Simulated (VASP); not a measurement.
Data:

```
CELL_PARAMETERS angstrom
      0.00000     2.26486     2.26486
      2.26486     0.00000     2.26486
      2.26486     2.26486     0.00000
ATOMIC_POSITIONS crystal
  Ga 0.00000 0.00000 0.00000
  N  0.25000 0.25000 0.25000
```

Method: TPSS meta-GGA, VASP's PBE PAW potentials (set 64) (plane waves; VASP). Settings: 520 eV cut-off, 10×10×10 Γ-centred mesh, Gaussian smearing of 0.050 eV, potentials Ga_d N.

Predict the energy per atom (σ→0), band gap (on the k-mesh) with the smallest direct gap where there is one.

| Item | Value |
|---|---|
| band gap (on the k-mesh) | 1.56 eV |
| smallest direct gap (on the k-mesh) | 1.56 eV |
| energy per atom (σ→0) | -11005 meV/atom |

Only differences to runs with the same potentials and settings are physical.

The compound is GaN in the zinc blende structure, a metastable form; wurtzite is the usual one. It was relaxed first.
